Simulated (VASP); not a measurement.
Set up this calculation in VASP 6.6.1, as the native input.

| Item | Value |
| --- | --- |
| Task | single point |
| Functional | LDA |
| Potentials or basis | VASP PAW LDA potentials, release 64 (Ga_d, P) |
| Cutoff | 520 eV |
| k mesh | 10 × 10 × 10 |
| Occupations | gaussian, width 0.02 eV |
| Spin | no spin polarisation |
| Dipole correction | no |
| Further INCAR settings | ALGO = Normal; EDIFF = 1e-07; NBANDS = 16 |

The structure of GaP lies in POSCAR:

```
GaP
1.0
    0.0000000000      2.6957342107      2.6957342107
    2.6957342107      0.0000000000      2.6957342107
    2.6957342107      2.6957342107      0.0000000000
Ga P
1 1
Direct
    0.0000000000      0.0000000000      0.0000000000
    0.2500000000      0.2500000000      0.2500000000
```

The cell was built by a generator and needn't be a form met in nature.

The input as run:

INCAR

```
PREC = Accurate
ENCUT = 520
EDIFF = 1E-7
ISMEAR = 0
SIGMA = 0.02
LREAL = F
LASPH = T
NELM = 100
ALGO = Normal
ISIF = 2
LWAVE = F
LCHARG = F
NBANDS = 16
```

KPOINTS

```
regular mesh
0
Gamma
  10 10 10
```

Potentials or basis: VASP PAW LDA potentials, release 64 (Ga_d, P).

The run is started by

```sh
$ cat potpaw_LDA.64/Ga_d/POTCAR potpaw_LDA.64/P/POTCAR > POTCAR
$ mpirun -np 1 vasp_std > vasp.out
```

It gave:

```yaml
Pressure: 0.1 GPa
Band_gap_on_the_k_mesh: 1.40 eV, indirect (least direct gap 1.91 eV)
```

Run time: 22 s on 1 thread of Intel(R) Xeon(R) Platinum 8259CL CPU @ 2.50GHz (Skylake/Cascade Lake), with other jobs on the host, peak memory 0.15 GiB.
